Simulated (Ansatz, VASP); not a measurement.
# BN in two plane-wave programs, part 2 of 2

Wanted: the spread between two codes on one cell, functional and k mesh. The cell is taken from a series of runs on this material, whose earlier steps may have relaxed, scaled, displaced or heated it; both programs get it as it stands.

VASP 6.6.1 and Ansatz 0.2.0.

So far: The starting structure; VASP: dielectric response, PBE.

**3. Ansatz: dielectric response, PBE**

Level of this step: Ansatz beside VASP: Kohn-Sham DFT, plane waves, PBE (Ansatz).

Ansatz runs on its default PAW (the set named soft_2) files.

The same cell, functional and mesh now go to Ansatz, which takes its cutoff from its data sets.

input.yaml

```yaml
crystal:
  lattice:
    - [2.536, 0.0, 0.0]
    - [-1.268, 2.196240424, 0.0]
    - [0.0, 0.0, 4.199]
  atoms:
    - { symbol: "N", position: [0.3333333333, 0.6666666667, 0.875] }
    - { symbol: "N", position: [0.6666666667, 0.3333333333, 0.375] }
    - { symbol: B, position: [0.3333333333, 0.6666666667, 0.5] }
    - { symbol: B, position: [0.6666666667, 0.3333333333, 0.0] }
kpoints:
  mp_grid: { grid: [10, 10, 5] }
scf:
  occupations: { method: fixed }
hamiltonian:
  xc: pbe
  pseudopotentials: { kind: paw }
dielectric:
  raman: true
```

Run with:

```
> ansatz run input.yaml --threads 4 --pin off --max-ram 8192MiB --backend cpu --events-out ev --progress --plain --runs-dir out
```

Numbers of over 12 decimals in the logs are rounded to 6 here.

Output:

```text
Engine: ansatz 0.2.0, aarch64-unknown-linux-gnu
Pseudopotentials: kind: paw
Pseudopotential: N, paw, valence charge 5, recommended cutoff 420 eV (normal), N.paw.azcp
Pseudopotential: B, paw, valence charge 3, recommended cutoff 420 eV (normal), B.paw.azcp
Functional definition: PBE
  parameter kappa = 0.804
  parameter beta = 0.066725
  exchange = pbe_x(kappa = kappa, mu = beta*pi^2/3)
  correlation = pbe_c(beta = beta)
Crystal: 4 atoms, lattice volume = 23.387 Å³
Basis set: ecut = 420 eV, 465 PW (Γ), exchange–correlation on 36×36×60 points (8 copies of the dense FFT grid, shifted against one another)
Bands: 12, of which v1, the nominal top of the filled ones, is band 8 counted from 1 (7 counted from 0)
Symmetry: 12 space group operations
k-points: 141 of 500 (irreducible under 2 space group operations, time reversal used)
Non-local potential: N, projectors of the file, l = 0: 2, l = 1: 2, l = 2: 1
Non-local potential: B, projectors of the file, l = 0: 2, l = 1: 2, l = 2: 1
PAW form: soft (Blöchl's): semilocal exchange-correlation on the pseudo side does not see the compensation charge
PAW one-centre angular grid: N, 110 points (default); XC on 64 Gauss nodes
PAW one-centre angular grid: B, 110 points (default); XC on 64 Gauss nodes
Initial density: superposition of atomic densities (neutral atoms: chi_scale 0, normalization atom), corrected by the library's trained network
Initial wavefunctions: pseudopotential atomic-orbital guess
Functional: x = pbe(κ = 0.804, μ = 0.219515), c = pbe(β = 0.066725)
SCF iter   1: F=—  HF=-1084.470347 eV  |F-HF|=—  |Δ(HF+E_count)|=         —  Δρ=2.99e-3  dr2=1.07e-3  ethr=1.77e-3  ⟨swp⟩=4.7  Hψ=7942  notcnv=0  defer=229
preconditioner: auto → none  [insulator: Δε(μ)=5.397 eV  Ē_g=17.750 eV  n_scr=2 (ndim 8)  ℏωp=30.7 eV  f_vac=0.000  ε∞_Penn≈4.0]
SCF iter   2: F=—  HF=-1084.470546 eV  |F-HF|=—  |Δ(HF+E_count)|=   1.98e-4  Δρ=1.05e-3  dr2=1.27e-4  ethr=6.67e-6  ⟨swp⟩=2.3  Hψ=4084  notcnv=0  defer=282
SCF iter   3: F=—  HF=-1084.470667 eV  |F-HF|=—  |Δ(HF+E_count)|=   1.22e-4  Δρ=5.17e-4  dr2=1.85e-5  ethr=7.95e-7  ⟨swp⟩=2.8  Hψ=3015  notcnv=0  defer=138
SCF iter   4: F=—  HF=-1084.470721 eV  |F-HF|=—  |Δ(HF+E_count)|=   5.36e-5  Δρ=1.23e-4  dr2=1.12e-6  ethr=1.16e-7  ⟨swp⟩=2.4  Hψ=2751  notcnv=0  defer=25
SCF iter   5: F=—  HF=-1084.470725 eV  |F-HF|=—  |Δ(HF+E_count)|=   3.99e-6  Δρ=1.58e-5  dr2=1.78e-8  ethr=6.98e-9  ⟨swp⟩=2.0  Hψ=2767  notcnv=0
SCF iter   6: F=—  HF=-1084.470725 eV  |F-HF|=—  |Δ(HF+E_count)|=   6.47e-8  Δρ=1.28e-6  dr2=1.51e-10  ethr=1.11e-10  ⟨swp⟩=2.0  Hψ=2773  notcnv=0
SCF iter   7: F=-1084.470725 eV  HF=-1084.470725 eV  |F-HF|=2.05e-12  |Δ(HF+E_count)|=  3.63e-10  Δρ=9.00e-8  dr2=7.24e-13  ethr=1.00e-12  ⟨swp⟩=3.5  Hψ=5689  notcnv=0
SCF 1 converged in 7 iterations: F = -1084.470725 eV  dr2 = 7.24e-13
  greatest PAW one-centre occupation: 0.789 electrons in one spin orbital (limit 2), on the N atom at site 0 (counted from 0), in its partial waves of l = 0
NSCF: frozen V_eff on 5 k-points
DFPT response loops at Γ: preconditioner auto → none (the input reference at scf.mixing.eps_inf says where Resta's filter doesn't serve); β = 0.50; Broyden in place of MSR1
── the response to a field inside a basis, on 14×14×8 k-points: an SCF that follows is theirs, and a resumed run solves both again ──
Bands: 9, of which v1, the nominal top of the filled ones, is band 8 counted from 1 (7 counted from 0)
k-points: 224 of 1568 (irreducible under 4 space group operations, time reversal used)
Initial density: handed on by an earlier stage of this run
Initial wavefunctions: pseudopotential atomic-orbital guess (no wavefunctions were taken with the density)
Eigensolver: Dense (224 Hₖ)
SCF iter   1: F=—  HF=-1084.476050 eV  |F-HF|=—  |Δ(HF+E_count)|=         —  Δρ=6.28e-4  dr2=1.16e-5  ethr=1.00e-1
preconditioner: auto → none  [insulator: Δε(μ)=5.409 eV  Ē_g=15.661 eV  n_scr=2 (ndim 8)  ℏωp=30.7 eV  f_vac=0.000  ε∞_Penn≈4.8]
SCF iter   2: F=—  HF=-1084.476066 eV  |F-HF|=—  |Δ(HF+E_count)|=   1.56e-5  Δρ=3.05e-4  dr2=2.89e-6  ethr=7.26e-8
SCF iter   3: F=—  HF=-1084.476072 eV  |F-HF|=—  |Δ(HF+E_count)|=   6.11e-6  Δρ=8.81e-5  dr2=8.26e-7  ethr=1.80e-8
SCF iter   4: F=—  HF=-1084.476072 eV  |F-HF|=—  |Δ(HF+E_count)|=   2.26e-8  Δρ=9.29e-6  dr2=6.00e-9  ethr=5.16e-9
SCF iter   5: F=-1084.476072 eV  HF=-1084.476072 eV  |F-HF|=3.12e-11  |Δ(HF+E_count)|=   3.57e-9  Δρ=7.65e-7  dr2=4.00e-11  ethr=3.75e-11
SCF 1 converged in 5 iterations: F = -1084.476072 eV  dr2 = 4.00e-11
  greatest PAW one-centre occupation: 0.789 electrons in one spin orbital (limit 2), on the N atom at site 1 (counted from 0), in its partial waves of l = 0
DFPT response loops at Γ: mixed as the last ones told, above
DFPT response loops at Γ: mixed as the last ones told, above
SCF converged after 7 iterations
Free energy (F): -1084.470725 eV
Harris-Foulkes:  -1084.470725 eV  (|F-HF|=2.05e-12)
Internal energy: -1084.470725 eV  (E = F + TS)
E sigma→0 (E₀):  -1084.470725 eV
Fermi energy:    11.493933 eV
--- Per-component energies (eV) ---
  E_band       = 54.695624
  E_kinetic    = 372.609125
  E_local      = -350.528196  (includes V_loc(G=0)·N_el)
  E_nonlocal   = 113.398859
  E_hartree    = 98.592122
  E_xc         = -187.254786
  E_vxc        = -232.937692  (∫ρ·V_xc dr)
  E_paw        = -413.031681  (= ΣΔE_a)
  E_vpaw       = -45.030913  (= ΣTr[D̂ρ^β])
  E_aug_tail   = 0.000204  (compensation charges beyond the density's cutoff)
  E_ewald      = -718.256371
  E_smearing   = -0.000000  (= −TS)
  E_closure    = -0.000000  (closes the sum)
  Σ components = -1084.470725   (vs F -1084.470725, Δ=0.00e0)
--- Band table (eV; the first three rows and the last of 141) ---
  k-point 0: bands = [... 4 lower, 9.3605, 11.2472, 11.4939, 11.4939, 19.9482, 19.9482, 20.1246, 21.1760]
  k-point 1: bands = [... 4 lower, 9.5296, 9.9835, 11.2437, 11.2437, 20.2336, 20.2336, 20.6221, 21.1647]
  k-point 2: bands = [... 4 lower, 9.9999, 9.9999, 10.6480, 10.6480, 21.0033, 21.0033, 21.0458, 21.1358]
  k-point 140: bands = [... 4 lower, 4.9385, 5.6086, 7.1124, 8.3279, 18.7096, 21.3265, 22.4321, 24.2907]
--- Dielectric response (ions clamped): 3 representative field directions + reference, inside a basis on a mesh of 1568 k-points (Σ response iterations 18) ---
  ε∞ (high-frequency dielectric tensor):
        4.545694     0.000000     0.000000
        0.000000     4.545694     0.000000
        0.000000     0.000000     4.719103
  Born effective charges Z* (e; rows j = field, columns β = displacement):
    site 0:
        -1.83990    0.00000    0.00000
         0.00000   -1.83990   -0.00000
        -0.00000    0.00000   -1.94174
    site 1:
        -1.83990   -0.00000   -0.00000
         0.00000   -1.83990    0.00000
        -0.00000   -0.00000   -1.94174
    site 2:
         1.83990   -0.00000   -0.00000
        -0.00000    1.83990   -0.00000
         0.00000    0.00000    1.94174
    site 3:
         1.83990    0.00000   -0.00000
         0.00000    1.83990   -0.00000
         0.00000    0.00000    1.94174
  Z* charge neutrality: 1.835e-3 e pre-enforcement
  solved inside a basis spanned on kpoints, on 14×14×8 k-points: ε∞ is read to err by 1.2e-2, Z* by 7.4e-3 e (field_mesh: kpoints solves on kpoints); Z* is corrected for what the basis lacks
  Raman tensors (in the event stream and the table raman_tensors.tsv): an entry may err by 2.9e-3 Å², one of the second-order susceptibility by 7.1e-3 pm/V (basis, points and sum rule); their sum over the sites missed zero by 2.734e-5 Å² ahead of its enforcement
```

Reading the cycles: dr2 is the Hartree energy of the density residual (eV), the measure of convergence; HF is the Harris–Foulkes estimate of the energy, which meets the free energy F at convergence.

**4. Side by side**

Known differences besides the potentials themselves: fixed occupations in Ansatz, narrow Gaussian smearing in VASP; VASP's response is taken on the typed mesh, Ansatz refines its own for the field response alone; the cutoff is 420 eV in Ansatz and 520 eV in VASP. Total energies have different zeros and are not compared.

Compared:

```
quantity  Ansatz  VASP  difference
   ε∞ xx    4.55  4.55     -0.03 %
   ε∞ yy    4.55  4.55     -0.03 %
   ε∞ zz    4.72  4.72     -0.01 %
```

**5. Outcome**

```yaml
difference_in_eps_infinity_xx_dielectric_response_pbe: -0.030 %
```

What this shows: The difference in ε∞ xx is -0.030 % (dielectric response, PBE), within the 5 % picked in this series as the mark of a large difference. Such differences can come from data sets, numerical settings and the points named under the comparisons, not from the functional's error against experiment.

[Lines on the potential files, build, host, timing and source positions are cut from VASP's logs without a mark.]

[Logs are printed without paths, hosts, clocks, repeated set-up lines and the standing remarks that a program may print on its own settings, such as how far it seeks lower states.]

[Hosts, paths, dates, database ids (printed as entryN), source tags and the programs' standing remarks are cut or masked in the printed files.]
